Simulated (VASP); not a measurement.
Consider the following.

```
CELL_PARAMETERS angstrom
      0.00000     3.25626     3.25626
      3.25626     0.00000     3.25626
      3.25626     3.25626     0.00000
ATOMIC_POSITIONS crystal
  W  0.00000 0.00000 0.00000
  Se 0.25000 0.25000 0.25000
```

The numbers are results of PBEsol GGA, VASP's PBE PAW potentials (set 64) (plane waves; VASP 6.6.1), not measurements. Numerical set-up: 400 eV cut-off, 9×9×9 Γ-centred mesh, first-order Methfessel-Paxton smearing of 0.10 eV, potentials W_sv Se.

Energy and stress use the plane-wave basis of the starting cell.

**Question.** The ions, cell shape and volume are relaxed. Predict the relaxed structure.

**Answer.** 
```
CELL_PARAMETERS angstrom
      0.00000     2.79542     2.79542
      2.79542     0.00000     2.79542
      2.79542     2.79542     0.00000
ATOMIC_POSITIONS crystal
  W  0.00000 0.00000 0.00000
  Se 0.25000 0.25000 0.25000
```
Space group F-43m (216), at a tolerance of 0.03 Å.

**Question.** How do energy and volume change from the first to the last step?

**Answer.** The energy (σ→0) changes by -1301.9 meV/atom and the volume by -36.7 %, in 7 ionic steps.

The structure was generated: WSe was put into the zinc blende type (F-43m), which need not be its known phase. This run relaxes it. Symmetry was kept, so distortions that lower it aren't found.
